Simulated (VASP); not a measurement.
# CsLiCr2Te2S3 (R32) in VASP: notebook, part 2 of 2

VASP 6.6.1. The steps go on from the part before.

## Step 3: Electric field gradients, PBE, collinear spin, ferromagnetic start

Contents of INCAR:

```
PREC     = Accurate       # precision mode
ENCUT    = 520            # plane-wave cutoff, eV
EDIFF    = 1E-8           # SCF threshold, eV
ISMEAR   = -1             # smearing method
SIGMA    = 0.05           # smearing width, eV
LREAL    = F              # projectors in reciprocal space
LASPH    = T              # aspherical terms in the spheres
NELM     = 100            # most SCF steps
ALGO     = Normal         # electronic algorithm
ISIF     = 2              # what is computed and relaxed
LWAVE    = F              # write WAVECAR
LCHARG   = F              # write CHGCAR
ISPIN    = 2              # spin polarisation
MAGMOM   = 0 0 3 3 0 0 0 0 0 # initial moments
LORBIT   = 11             # projections on sites
LMAXMIX  = 4              # l up to which the mixer works
GGA      = PE             # functional
LEFG     = T            
KPAR     = 4
```

Contents of KPOINTS:

```
regular mesh
0
Gamma
  5 5 5
```

Contents of POSCAR:

```
CsLiCr2Te2S3
1.0
    3.3192900000      1.9163900000      6.8798200000
   -3.3192900000      1.9163900000      6.8798200000
    0.0000000000     -3.8327900000      6.8798200000
Cs Li Cr Te S
1 1 2 2 3
Direct
    0.0000000000      0.0000000000      0.0000000000
    0.5000000000      0.5000000000      0.5000000000
    0.7984800000      0.7984800000      0.7984800000
    0.2015200000      0.2015200000      0.2015200000
    0.6799000000      0.6799000000      0.6799000000
    0.3201000000      0.3201000000      0.3201000000
    0.1362600000      0.8637400000      0.5000000000
    0.5000000000      0.1362600000      0.8637400000
    0.8637400000      0.5000000000      0.1362600000
```

Potentials or basis: VASP PAW PBE potentials, release 64 (Cs_sv, Li_sv, Cr_pv, Te, S).

Run with:

```sh
$ cat potpaw_PBE.64/Cs_sv/POTCAR potpaw_PBE.64/Li_sv/POTCAR potpaw_PBE.64/Cr_pv/POTCAR potpaw_PBE.64/Te/POTCAR potpaw_PBE.64/S/POTCAR > POTCAR
$ mpirun -np 4 vasp_std > vasp.out
```

OUTCAR:

```text
PREC = Accurate
   ENCUT = 520
   EDIFF = 1E-8
   ISMEAR = -1
   LREAL = F
   LASPH = T
   NELM = 100
   ISIF = 2
   ISPIN = 2
   LORBIT = 11
   GGA = PE

 ion  position               nearest neighbor table
   1  0.000  0.000  0.000-
   2  0.500  0.500  0.500-   7 2.41   8 2.41   9 2.41
   3  0.798  0.798  0.798-   7 2.24   8 2.24   9 2.24   5 2.45
   4  0.202  0.202  0.202-   7 2.24   9 2.24   8 2.24   6 2.45
   5  0.680  0.680  0.680-   3 2.45
   6  0.320  0.320  0.320-   4 2.45
   7  0.136  0.864  0.500-   3 2.24   4 2.24   2 2.41
   8  0.500  0.136  0.864-   3 2.24   4 2.24   2 2.41
   9  0.864  0.500  0.136-   4 2.24   3 2.24   2 2.41

  LATTYP: Found a trigonal (rhomboedric) cell.
 ALAT       =     7.8754149077
 COS(alpha) =     0.6447177554

  Lattice vectors:

 A1 = (   3.3192900000,   1.9163900000,   6.8798200000)
 A2 = (  -3.3192900000,   1.9163900000,   6.8798200000)
 A3 = (   0.0000000000,  -3.8327900000,   6.8798200000)

Analysis of symmetry for initial positions (statically):
=====================================================================
 Subroutine PRICEL returns:
 Original cell was already a primitive cell.

 Routine SETGRP: Setting up the symmetry group for a
 trigonal (rhombohedral) supercell.

 Subroutine GETGRP returns: Found  6 space group operations
 (whereof  6 operations were pure point group operations)
 out of a pool of 12 trial point group operations.

The static configuration has the point symmetry D_3 .

Analysis of symmetry for dynamics (positions and initial velocities):
=====================================================================
 Subroutine PRICEL returns:
 Original cell was already a primitive cell.

 Routine SETGRP: Setting up the symmetry group for a
 trigonal (rhombohedral) supercell.

 Subroutine GETGRP returns: Found  6 space group operations
 (whereof  6 operations were pure point group operations)
 out of a pool of 12 trial point group operations.

[... 1927 lines left out ...]
  free  energy   TOTEN  =       -45.6834432187 eV

  energy  without entropy=      -45.6635687420  energy(sigma->0) =      -45.67350598

 Electric field gradients (V/A^2)
---------------------------------------------------------------------
 ion       V_xx      V_yy      V_zz      V_xy      V_xz      V_yz
---------------------------------------------------------------------
   1     -10.908   -10.911    21.819     0.000    -0.000     0.003
   2      -0.605    -0.605     1.210     0.000    -0.000     0.000
   3      -6.000    -6.004    12.004    -0.000     0.000     0.005
   4      -6.000    -6.004    12.004     0.000    -0.000     0.005
   5      27.952    27.951   -55.904     0.000    -0.000     0.001
   6      27.952    27.951   -55.904    -0.000     0.000     0.001
   7     -13.284    21.181    -7.897     0.000     0.000    18.425
   8      12.565    -4.668    -7.897    14.924   -15.957    -9.212
   9      12.565    -4.668    -7.897   -14.924    15.957    -9.212
---------------------------------------------------------------------

 Electric field gradients after diagonalization (V/A^2)
 (convention: |V_zz| > |V_xx| > |V_yy|)
----------------------------------------------------------------------
 ion       V_xx      V_yy      V_zz     asymmetry (V_yy - V_xx)/ V_zz
----------------------------------------------------------------------
   1     -10.911   -10.908    21.819       0.000
   2      -0.605    -0.605     1.210       0.000
   3      -6.004    -6.000    12.004       0.000
   4      -6.004    -6.000    12.004       0.000
   5      27.952    27.951   -55.904       0.000
   6      27.952    27.951   -55.904       0.000
   7     -16.829   -13.284    30.113       0.118
   8     -16.829   -13.284    30.113       0.118
   9     -16.829   -13.284    30.113       0.118
----------------------------------------------------------------------

           NMR quadrupolar parameters

 Cq : quadrupolar parameter    Cq=e*Q*V_zz/h
 eta: asymmetry parameters     (V_yy - V_xx)/ V_zz
 Q  : nuclear electric quadrupole moment in mb (millibarn)
----------------------------------------------------------------------
 ion       Cq(MHz)       eta       Q (mb)
----------------------------------------------------------------------
   1       0.053       0.000       1.000
   2       0.003       0.000       1.000
   3       0.029       0.000       1.000
   4       0.029       0.000       1.000
   5      -0.135       0.000       1.000
   6      -0.135       0.000       1.000
   7       0.073       0.118       1.000
   8       0.073       0.118       1.000
   9       0.073       0.118       1.000
----------------------------------------------------------------------

 total charge

# of ion       s       p       d       tot
------------------------------------------
    1        1.834   4.699   0.037   6.570
    2        2.015   0.044   0.000   2.059
    3        0.342   6.287   4.157  10.786
    4        0.342   6.287   4.157  10.786
    5        1.385   1.988   0.020   3.393
    6        1.385   1.988   0.020   3.393
    7        1.330   2.416   0.000   3.746
    8        1.330   2.416   0.000   3.746
    9        1.330   2.416   0.000   3.746
--------------------------------------------------
tot         11.295  28.541   8.390  48.226

 magnetization (x)

# of ion       s       p       d       tot
------------------------------------------
    1       -0.000  -0.006  -0.002  -0.008
    2        0.002   0.002   0.000   0.004
    3        0.032   0.027   2.263   2.321
    4        0.032   0.027   2.263   2.321
    5       -0.006  -0.226   0.003  -0.229
    6       -0.006  -0.226   0.003  -0.229
    7       -0.004  -0.080   0.000  -0.084
    8       -0.004  -0.080   0.000  -0.084
    9       -0.004  -0.080   0.000  -0.084
--------------------------------------------------
tot          0.041  -0.644   4.530   3.928
```

stdout:

```text
POSCAR found type information on POSCAR CsLiCrTeS
 POSCAR found :  5 types and       9 ions
 scaLAPACK will be used
 LDA part: xc-table for (Slater+PW92), standard interpolation
 POSCAR, INCAR and KPOINTS ok, starting setup
 FFT: planning ... GRIDC
 FFT: planning ... GRID_SOFT
 FFT: planning ... GRID
 WAVECAR not read
 entering main loop
ion   1

ion   2

ion   3
     0.0000434     0.0000021    -0.0001991    -1.6641540    -0.0000008    -0.0000780
     0.0000597     0.0000021    -0.0001991    -1.6641540    -0.0000008    -0.0000780
     0.0000823     0.0000021    -0.0001991    -1.6641540    -0.0000008    -0.0000780
     0.0001133     0.0000021    -0.0001991    -1.6641539    -0.0000008    -0.0000780

     0.0000434     0.0000083    -0.0047972    -9.3444180    -0.0000032    -0.0018559
     0.0000597     0.0000083    -0.0047972    -9.3443454    -0.0000032    -0.0018559
     0.0000823     0.0000083    -0.0047971    -9.3442224    -0.0000032    -0.0018559
     0.0001133     0.0000083    -0.0047970    -9.3440151    -0.0000032    -0.0018559
[... 29 lines left out ...]
ion   9
     0.0000369     0.4201215     0.1727386    -0.3550581    -0.2992460    -0.2425693
     0.0000508     0.4201215     0.1727385    -0.3550581    -0.2992460    -0.2425693
     0.0000700     0.4201215     0.1727385    -0.3550581    -0.2992460    -0.2425693
     0.0000964     0.4201215     0.1727385    -0.3550581    -0.2992460    -0.2425693

     0.0000369    13.7085537     8.5272154     6.5285271   -14.7702925    -7.9147883
     0.0000508    13.7085287     8.5271996     6.5285136   -14.7702651    -7.9147739
     0.0000700    13.7084872     8.5271733     6.5284913   -14.7702196    -7.9147499
     0.0000964    13.7084187     8.5271299     6.5284544   -14.7701445    -7.9147104
```

Wall time 3.8 min (4 MPI ranks of Intel Xeon 6975P-C (Granite Rapids), shared host); peak memory 0.93 GiB.

What came out:

```yaml
Free_energy: -45.6834 eV
Largest_force: 0.014 eV/Å
Band_gap_on_the_k_mesh: none (metal or under the smearing width)
Net_moment: 4.00 μB per cell
Site_moments: Cs -0.01; Li +0.00; Cr +2.32; Te -0.23; S -0.08 μB
Valence_electrons_inside_the_program's_atomic_spheres: Cs 6.57; Li 2.06; Cr 10.79; Te 3.39; S 3.75
```

Forces on the atoms (eV/Å):
```
Cs   0.000  0.000  0.000
Li   0.000  0.000  0.000
Cr   0.000  0.000 -0.014
Cr   0.000  0.000  0.014
Te   0.000  0.000  0.012
Te   0.000  0.000 -0.012
S   -0.003  0.000  0.000
S    0.001 -0.002  0.000
S    0.001  0.002  0.000
```

Levels at points of the mesh, in eV from the Fermi level:
Spin up:
```
           k point  band 33  band 34  band 35  band 36  band 37  band 38
(0.00, 0.00, 0.00)    -0.49    -0.16    -0.16     0.07     0.34     0.34
```
Spin down:
| k point | band 29 | band 30 | band 31 | band 32 | band 33 | band 34 |
| --- | --- | --- | --- | --- | --- | --- |
| (0.00, 0.00, 0.00) | -1.75 | -0.22 | -0.22 | 0.73 | 0.73 | 1.06 |

Electric field gradients, principal values (V/Å²):
```tsv
atom	Vxx	Vyy	Vzz
1 Cs	-10.908	-10.911	21.819
2 Li	-0.605	-0.605	1.210
3 Cr	-6.000	-6.004	12.004
4 Cr	-6.000	-6.004	12.004
5 Te	27.951	27.952	-55.904
6 Te	27.951	27.952	-55.904
7 S	-13.284	-16.829	30.113
8 S	-13.284	-16.829	30.113
9 S	-13.284	-16.829	30.113
```

Caveat: only a ferromagnetic start was run, and an antiferromagnetic order may lie lower in energy. Spin-orbit coupling is left out, which matters for the levels of Cs, Te.
